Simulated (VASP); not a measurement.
Consider the following.

```
CELL_PARAMETERS angstrom
      2.72340    -2.73283     0.00000
      2.72340     2.73283     0.00000
      0.00000     0.00000     7.50450
ATOMIC_POSITIONS crystal
  W  0.55370 0.44630 0.75000
  W  0.44630 0.55370 0.25000
  O  0.50000 0.50000 0.50000
  O  0.50000 0.50000 0.00000
  O  0.48173 0.01752 0.25000
  O  0.51827 0.98248 0.75000
  O  0.01752 0.48173 0.75000
  O  0.98248 0.51827 0.25000
```

The numbers are results of PBEsol GGA, VASP's PBE PAW potentials (set 64) (plane waves; VASP 6.6.1), not measurements. Run with 520 eV cut-off, 7×7×4 Γ-centred mesh, tetrahedra with Blöchl corrections, potentials W_sv O.

Problem. Predict the energy per atom (σ→0).

Solution. 
| Quantity | Value |
|---|---|
| energy per atom (σ→0) | -9.515 eV/atom |

Only differences to runs with the same potentials and settings are physical.

The structure comes from a computed database's WO3 entry (Cmcm); how it stands against other phases isn't given here. It was relaxed first.
